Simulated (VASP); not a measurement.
VASP input:

### INCAR
```
ALGO = Normal   # blocked Davidson
LORBIT = 11   # lm-projected
PREC = Accurate
LASPH = .TRUE.
ISIF = 2   # forces and stress, cell fixed
NELM = 100   # most electronic steps
IVDW = 11   # D3, zero damping
ENCUT = 520   # plane-wave cut-off (eV)
GGA = PE   # PBE
LCHARG = .TRUE.
EDIFF = 1E-7   # SCF stop (eV)
LMAXMIX = 4
SYSTEM = GaSb
LREAL = .FALSE.
ISMEAR = -5   # tetrahedra, Bloechl
LWAVE = .FALSE.
NEDOS = 601   # DOS grid
```

**POSCAR**
```
GaSb
1
    0.0000000000     3.0867915311     3.0867915311
    3.0867915311     0.0000000000     3.0867915311
    3.0867915311     3.0867915311     0.0000000000
Ga Sb
1 1
Direct
  0.0000000000   0.0000000000   0.0000000000
  0.2500000000   0.2500000000   0.2500000000
```

KPOINTS:
```
Regular mesh
0
G
  12 12 12
```

POTCAR, in this order: Ga_d Sb (PBE.64 set). Program: vasp_std.

**Question.** Write an equivalent input for Quantum ESPRESSO's pw.x.

**Answer.** One equivalent input (not run):
```
&CONTROL
  calculation = 'scf'
  pseudo_dir = './pseudo'
  outdir = './out'
  tprnfor = .true.
  tstress = .true.
/
&SYSTEM
  ibrav = 0
  nat = 2
  ntyp = 2
  ecutwfc = 80
  occupations = 'tetrahedra'
  input_dft = 'pbe'
  vdw_corr = 'grimme-d3'
  dftd3_version = 3
  dftd3_threebody = .false.
/
&ELECTRONS
  conv_thr = 7.3e-09
  electron_maxstep = 100
/
ATOMIC_SPECIES
  Ga 69.723 Ga.upf
  Sb 121.760 Sb.upf
CELL_PARAMETERS angstrom
     0.0000000    3.0867915    3.0867915
     3.0867915    0.0000000    3.0867915
     3.0867915    3.0867915    0.0000000
ATOMIC_POSITIONS crystal
  Ga   0.0000000  0.0000000  0.0000000
  Sb   0.2500000  0.2500000  0.2500000
K_POINTS automatic
  12 12 12 0 0 0
```
The two are equivalent in intent, not identical: the potentials are each code's own (VASP's PAW set, PseudoDojo norm-conserving files in pw.x), so ENCUT and ecutwfc are chosen apart and not converted; conv_thr bounds pw.x's estimated SCF error, while EDIFF bounds the energy change between steps.

The compound is GaSb in the zinc blende structure. It was relaxed first.
